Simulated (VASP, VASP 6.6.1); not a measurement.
# Lattice constants of NiSi from PBE and PBEsol: steady volume, mesh-dependent axes

## Background

The reference is the NiSi end member of a solid-solution series, from "Experimental and First principle calculation of Co_xNi_{(1-x)}Si solid solution structural stability" (2007, arXiv:0710.4012). The sample was arc melted and annealed at 900 C, and the cell came from a full-profile refinement of powder X-ray diffraction data: $a = 5.1818$, $b = 3.334$ and $c = 5.619$ Å in the $Pnma$ setting. The measurement temperature is not given with the values; I take it to be room temperature. Two other powder refinements give $a = 5.178$ and $5.186$ Å, and one of them gives $b = 3.331$ Å, so the scatter among these samples is far below one per cent. The refined cell from which I start the structure is slightly smaller than the reference along all three axes.

| compared with | measured | source's wording or label | method |
| --- | --- | --- | --- |
| lattice constant a of the conventional cell (Å) | 5.1818 | a, Pnma setting | powder XRD, full-profile refinement * |
| lattice constant b of the conventional cell (Å) | 3.334 | b, Pnma setting | powder XRD, full-profile refinement * |
| lattice constant c of the conventional cell (Å) | 5.619 | c, Pnma setting | powder XRD, full-profile refinement |
| lattice constant a of the conventional cell (Å) | 5.178 | a, Pnma setting | powder XRD, Rietveld refinement |
| lattice constant a of the conventional cell (Å) | 5.186 | a, Pnma setting | powder XRD, Rietveld refinement |
| lattice constant b of the conventional cell (Å) | 3.331 | b, Pnma setting | powder XRD, Rietveld refinement |

Where a quantity has several values, deviations refer to the one marked *.

Conditions are those given with the value in the passage it was taken from; "not stated" means there, and the paper may say more elsewhere. The values are a selection: others may have been left out beforehand as unlike or outlying.

## Strategy

I want the three lattice constants of NiSi, each within 1 % of the reference. That is about what a good semilocal functional can deliver for a transition-metal compound, and it is wide enough to hold the thermal shift, which I expect to be a few tenths of a per cent. The shift has a direction: $a$ and $c$ grow on heating while $b$ shrinks, so a static calculation should come out somewhat short in $a$ and $c$ and somewhat long in $b$ against a room-temperature cell.

The model is the eight-atom $Pnma$ cell, stretched by 3 % in volume at the start, with cell and atoms relaxed twice. NiSi is conventionally treated as nonmagnetic; I start from alternating moments on Ni so that a magnetic solution has a chance to appear.

I go straight to PBE. LDA is no dearer in kind but overbinds 3d metals, and PBEsol, good for many solids, also tends to make them too small. PBEsol will serve as the neighbouring level, and there I will test the k mesh and the cutoff. The mesh concerns me most, since this is a metal run with narrow Gaussian smearing.

System: SiNi; Pnma (No. 62), 8 atoms in the cell; conventional a = 5.175, b = 3.332, c = 5.609 A, from a published structure refinement (COD).

On the selection of runs and values: 1 further cited values are not listed: repeats, values quoted from earlier work, more than five for one quantity or six quantities, or quantities that fewer than three runs give.

## 1. PBE first

PBE usually places the bond lengths of late 3d metals well and those of silicon slightly long, so I expect the silicide to land within the target on all three axes, with any excess most likely along $b$. I also want to see whether the starting moments survive.

**Run 1.** VASP 6.6.1: PBE, alternating starting moments; 450 eV, 6x8x6 k mesh; cell and atoms relaxed, relaxed twice, LASPH on.

Key lines of the input:
```
ALGO = Normal
EDIFF = 1E-06
EDIFFG = -0.006
ENCUT = 450
GGA = PE
IBRION = 2
ISIF = 3
ISMEAR = 0
ISPIN = 2
LASPH = .TRUE.
LMAXMIX = 4
MAGMOM = 1 -1 1 -1 0 0 0 0
NBANDS = 40
NELM = 100
NSW = 50
PREC = Accurate
SIGMA = 0.05
KPOINTS: Gamma, 6 8 6
PAW data sets: Ni Si (PBE 64)
```

Command:
```
mpirun -np 8 vasp_std
```

Selected lines of the output:
```
[second pass]
   3 F= -.47599662E+02 E0= -.47599134E+02  d E =-.782962E-05  mag=    -0.0000
 reached required accuracy - stopping structural energy minimisation
     5.205526062 -0.000000000  0.000000000     0.192103543  0.000000000  0.000000000
     0.000000000  3.332269965  0.000000000     0.000000000  0.300095734  0.000000000
     0.000000000  0.000000000  5.634218008     0.000000000  0.000000000  0.177486920
```

Converged; 18 min on 8 cores of AMD EPYC 7R13 (Zen 3), shared host.

| quantity | run 1 | measured | deviation |
| --- | --- | --- | --- |
| lattice constant a of the conventional cell (Å) | 5.2055 | 5.1818 | +0.0237 (+0.5 %) |
| lattice constant b of the conventional cell (Å) | 3.332 | 3.334 | −0.002 (−0.1 %) |
| lattice constant c of the conventional cell (Å) | 5.634 | 5.619 | +0.015 (+0.3 %) |
| largest moment in a PAW sphere (μB) | 0 |  |  |
| volume of the conventional cell (Å³) | 97.73 |  |  |
| space group at the end | Pnma |  |  |
| pressure left at the end (GPa) | 0.0510 |  |  |

All three axes lie within the target, the largest deviation being $+0.5$ % in $a$. I had looked for the excess along $b$; instead $b$ is almost exact, and the surplus sits in $a$ and $c$. The moments have vanished, so from this alternating start PBE relaxes to the nonmagnetic metal that NiSi is conventionally taken to be.

## 2. PBEsol, with mesh and cutoff tests

I now run PBEsol at the same settings as the neighbouring level, then once with a denser k mesh and once with a higher cutoff. I expect PBEsol to shorten every axis, perhaps by about one per cent. The two tests tell me how far sampling and basis move a cell of this metal; strictly they hold for PBEsol, but the potentials and the nonmagnetic metallic state should be much the same, so they are a fair guide to how safe the PBE margins are.

**Run 2.** VASP 6.6.1: PBEsol, alternating starting moments; 450 eV, 6x8x6 k mesh; cell and atoms relaxed, relaxed twice, LASPH on.

Key lines of the input, as changed from run 1:
```diff
- GGA = PE
+ GGA = PS
```

Selected lines of the output:
```
     5.152085209  0.000000000  0.000000000     0.194096169  0.000000000  0.000000000
     0.000000000  3.305128000  0.000000000     0.000000000  0.302560143  0.000000000
     0.000000000  0.000000000  5.553600364     0.000000000  0.000000000  0.180063371
```

Converged; 7.4 min on the same hardware.

**Run 3.** VASP 6.6.1: PBEsol, alternating starting moments; 450 eV, 8x12x8 k mesh; cell and atoms relaxed, relaxed twice, LASPH on.

Key lines of the input, as changed from run 2:
```diff
- KPOINTS: Gamma, 6 8 6
+ KPOINTS: Gamma, 8 12 8
```

Selected lines of the output:
```
  volume of cell :       94.49
     5.087646805 -0.000000000  0.000000000     0.196554525  0.000000000  0.000000000
    -0.000000000  3.361978008  0.000000000     0.000000000  0.297443944  0.000000000
     0.000000000  0.000000000  5.524065217     0.000000000  0.000000000  0.181026103
```

Converged; 25 min on the same hardware.

**Run 4.** VASP 6.6.1: PBEsol, alternating starting moments; 600 eV, 6x8x6 k mesh; cell and atoms relaxed, relaxed twice, LASPH on.

Key lines of the input, as changed from run 2:
```diff
- ENCUT = 450
+ ENCUT = 600
```

Selected lines of the output:
```
     5.152079042  0.000000000  0.000000000     0.194096401  0.000000000  0.000000000
     0.000000000  3.304921313  0.000000000     0.000000000  0.302579065  0.000000000
     0.000000000  0.000000000  5.553568283     0.000000000  0.000000000  0.180064411
```

Converged; 12 min on the same hardware.

| quantity | run 2 | run 3 | run 4 | measured |
| --- | --- | --- | --- | --- |
| lattice constant a of the conventional cell (Å) | 5.1521 | 5.0877 | 5.1521 | 5.1818 |
| lattice constant b of the conventional cell (Å) | 3.305 | 3.362 | 3.305 | 3.334 |
| lattice constant c of the conventional cell (Å) | 5.554 | 5.524 | 5.554 | 5.619 |
| largest moment in a PAW sphere (μB) | 0 | 0 | 0 |  |
| volume of the conventional cell (Å³) | 94.57 | 94.49 | 94.56 |  |
| space group at the end | Pnma | Pnma | Pnma |  |
| pressure left at the end (GPa) | −0.0128 | −0.0163 | 0.0298 |  |

The cutoff is harmless: going to 600 eV moves no axis by more than about 0.0002 Å. The k mesh is not. On the denser mesh PBEsol loses 0.064 Å in $a$ and 0.030 Å in $c$ and gains 0.057 Å in $b$, while the volume changes by only 0.08 Å$^3$. Sampling thus redistributes length among the axes at nearly constant volume, by more than the target allows in $a$ and $b$.

This undermines my first reading of PBE. Its three small deviations were obtained on the coarser of these two meshes, and a shift of this kind could carry an axis out of the target. PBEsol itself misses $c$ on both meshes, and on the denser one it misses $a$ as well.

## 3. A third mesh for the axis ratios

I add a coarser PBEsol mesh, not as a candidate for the answer but to see whether the volume stays put while the axes move again. It cannot establish convergence at the dense end. I expect the axes to shift by at least as much as between the first two meshes, and the volume to suffer less. I leave the other functionals aside, because on the mesh used for PBE their axis ratios would carry the same doubt.

**Run 5.** VASP 6.6.1: PBEsol, alternating starting moments; 450 eV, 3x5x3 k mesh; cell and atoms relaxed, relaxed twice, LASPH on.

Key lines of the input, as changed from run 2:
```diff
- KPOINTS: Gamma, 6 8 6
+ KPOINTS: Gamma, 3 5 3
```

Selected lines of the output:
```
  volume of cell :       94.62
     5.278056865  0.000000000  0.000000000     0.189463665  0.000000000  0.000000000
     0.000000000  3.209021439  0.000000000     0.000000000  0.311621477  0.000000000
     0.000000000  0.000000000  5.586683266     0.000000000  0.000000000  0.178997082
```

Converged; 2 min on the same hardware.

| quantity | run 5 | measured | deviation |
| --- | --- | --- | --- |
| lattice constant a of the conventional cell (Å) | 5.2781 | 5.1818 | +0.0963 (+1.9 %) |
| lattice constant b of the conventional cell (Å) | 3.209 | 3.334 | −0.125 (−3.7 %) |
| lattice constant c of the conventional cell (Å) | 5.587 | 5.619 | −0.032 (−0.6 %) |
| largest moment in a PAW sphere (μB) | 0 |  |  |
| volume of the conventional cell (Å³) | 94.62 |  |  |
| space group at the end | Pnma |  |  |
| pressure left at the end (GPa) | −0.0043 |  |  |

The axes move again, and further than between the first two meshes. From the coarsest mesh to the densest, $a$ falls by 0.190 Å and $b$ grows by 0.153 Å, while the volume changes by only 0.13 Å$^3$. The volume is therefore steady against sampling, but the shape of the cell is not. All three meshes end with almost no residual pressure, so a small final pressure is no sign that the axes are right.

The axes are still drifting in the same direction at the densest mesh, and I can't name a PBEsol limit for them. For PBE the individual axes stay undecided: the agreement belongs to one mesh, and the PBEsol shift beyond that mesh is large enough to spoil it. A denser PBE mesh, with smearing suited to a metal, would be the proper test; it is not shown in this report. Another functional on the same mesh would only add a further set of uncertain axis ratios, so I stop.

## Results at a glance

| run | settings | Q1 | Q2 | Q3 | mean abs. dev. of these columns (%) | cost |
| --- | --- | --- | --- | --- | --- | --- |
| 1 | PBE, 450 eV, 6x8x6 k mesh | 5.2055 | 3.332 | 5.634 | 0.3 | 2.4 core-h |
| 2 | PBEsol, 450 eV, 6x8x6 k mesh | 5.1521 | 3.305 | 5.554 | 0.9 | 59 core-min |
| 3 | PBEsol, 450 eV, 8x12x8 k mesh | 5.0877 | 3.362 | 5.524 | 1.4 | 3.3 core-h |
| 4 | PBEsol, 600 eV, 6x8x6 k mesh | 5.1521 | 3.305 | 5.554 | 0.9 | 1.6 core-h |
| 5 | PBEsol, 450 eV, 3x5x3 k mesh | 5.2781 | 3.209 | 5.587 | 2.1 | 16 core-min |
|  | measured | 5.1818 | 3.334 | 5.619 |  |  |

Q1: lattice constant a of the conventional cell (Å). Q2: lattice constant b of the conventional cell (Å). Q3: lattice constant c of the conventional cell (Å).

Further runs on the same system, made beside this series (convergence steps with loose settings among them):

| further | settings | Q1 | Q2 | Q3 | mean abs. dev. of these columns (%) | cost |
| --- | --- | --- | --- | --- | --- | --- |
| F1 | r2SCAN, 450 eV, 6x8x6 k mesh | 5.1518 | 3.304 | 5.592 | 0.7 | 2.9 core-h |
| F2 | PBEsol + D3(BJ), 450 eV, 6x8x6 k mesh | 5.1057 | 3.274 | 5.489 | 1.9 | 88 core-min |
| F3 | PBEsol+U (Ni 6.2 eV), 450 eV, 6x8x6 k mesh | 5.0859 | 3.224 | 5.428 | 2.8 | 75 core-min |
| F4 | LDA+U (Ni 6.2 eV), 450 eV, 6x8x6 k mesh | 5.0441 | 3.200 | 5.384 | 3.6 | 1.7 core-h |
| F5 | LDA, 450 eV, 6x8x6 k mesh | 5.1093 | 3.281 | 5.507 | 1.7 | 1.5 core-h |
| F6 | PBEsol, 270 eV, 6x8x6 k mesh | 5.1356 | 3.295 | 5.533 | 1.2 | 38 core-min |
|  | measured | 5.1818 | 3.334 | 5.619 |  |  |

Q1: lattice constant a of the conventional cell (Å). Q2: lattice constant b of the conventional cell (Å). Q3: lattice constant c of the conventional cell (Å).

## How well does the simulation do?

Whether PBE meets the 1 % target on each axis remains undecided. At 450 eV on the 6×8×6 mesh, for 2.4 core-hours, it deviates by $+0.5$, $-0.1$ and $+0.3$ % in $a$, $b$ and $c$, nominally inside on all three. I don't count that as a secured pass, because the axis ratios depend on the mesh.

The mesh test mattered most. Going to the denser mesh, PBEsol lost 0.064 Å in $a$ and gained 0.057 Å in $b$, more than the target allows on either axis, with almost no change in volume. I suspect the combination of narrow Gaussian smearing and a sparsely sampled Fermi surface. The coarsest mesh confirmed the steady volume but could not show where the axes converge. Raising the cutoff to 600 eV changed practically nothing in PBEsol.

The volume is the firmer result. The three PBE deviations add up to about $+0.7$ % in volume, those of PBEsol on the same mesh to about $-2.6$ %. r2SCAN also puts all three axes nominally inside the target there, under the same reservation. LDA comes out too small, and adding D3(BJ) or $U$ to PBEsol shrinks a cell that is already short.

Warming would lengthen $a$ and $c$ and shorten $b$, so allowing for it would slightly widen all three PBE deviations. These few tenths of a per cent can't be weighed while sampling moves the axes by more. The moments vanished from the one alternating start, which fits the conventional nonmagnetic picture but doesn't exclude other magnetic orders. What is needed next is PBE on denser meshes with smearing suited to a metal.

[Logs are printed without paths, hosts, clocks, repeated set-up lines and the standing remarks that a program may print on its own settings, such as how far it seeks lower states.]

[The runs shown are a pick from a larger set of finished runs; failed, doubtful and other runs were left out of it ahead of writing. So were measured values far from every level or from commonly accepted values, and agreement can look better than it is. Lines of input and output are excerpts and may be shortened.]
